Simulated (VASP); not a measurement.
Ge: relaxation of cell and atoms with PBEsol

Ge:

```
Ge
1.0
     0.00000    2.82891    2.82891
     2.82891    0.00000    2.82891
     2.82891    2.82891    0.00000
Ge
2
Direct
  0.00000 0.00000 0.00000
  0.25000 0.25000 0.25000
```

| Property | Result |
| --- | --- |
| Program | VASP 6.6.1 |
| Task | relaxation of cell and atoms |
| Functional | PBEsol |
| Potentials or basis | VASP PAW PBE potentials, release 64 (Ge_d) |
| Cutoff | 600 eV |
| k mesh | 10 × 10 × 10 |
| Occupations | gaussian, width 0.03 eV |
| Spin | no spin polarisation |
| Further INCAR settings | ALGO = Normal; EDIFF = 1e-06; IBRION = 2; EDIFFG = -0.01; NSW = 90; ISIF = 3 |

The relaxed volume is 22.85 Å³/atom and the relaxed cell is a = 4.013 Å, b = 4.013 Å, c = 4.013 Å, α = 60.00°, β = 60.00°, γ = 60.00°. The space group after relaxing (to 0.05 Å) is Fd-3m (No. 227), the energy gained by relaxing is 0.4 meV/atom and the ionic steps are 3. The pressure after relaxing is 0.0 GPa. The band gap on the k mesh is none (metal or under the smearing width).

The path:
| step | energy change (eV) | largest force (eV/Å) | pressure (GPa) | volume (Å³) |
| --- | --- | --- | --- | --- |
| 1 | 0.0000 | 0.0000 | 0.59 | 45.28 |
| 2 | -0.0006 | 0.0000 | -0.10 | 45.83 |
| 3 | -0.0007 | 0.0000 | -0.02 | 45.70 |

Final structure:
```
CELL_PARAMETERS angstrom
0.00000 2.83760 2.83760
2.83760 0.00000 2.83760
2.83760 2.83760 0.00000
ATOMIC_POSITIONS crystal
Ge 0.00000 0.00000 0.00000
Ge 0.25000 0.25000 0.25000
```

Levels at points of the mesh, in eV from the Fermi level:
```
           k point  band 11  band 12  band 13  band 14  band 15  band 16  band 17  band 18
(0.00, 0.00, 0.00)   -12.74    -0.10    -0.01    -0.01    -0.01     2.52     2.52     2.52
(0.50, 0.00, 0.00)   -10.66    -7.59    -1.40    -1.40     0.09     3.70     3.70     6.95
(0.50, 0.50, 0.00)    -8.88    -8.88    -3.07    -3.07     0.67     0.67     9.41     9.41
```

It took 10 s on 8 MPI ranks on AMD EPYC 9R45 96-Core Processor (Zen 5), with other jobs on the host, peak memory 0.2 GiB a rank.

Caveat: the PAW data sets were made with another functional, which shifts forces and pressure a little; this crystal is a semiconductor, whose small gap the functional closes, so the metal is an error of the method. Zero-point motion and thermal expansion aren't in these numbers.
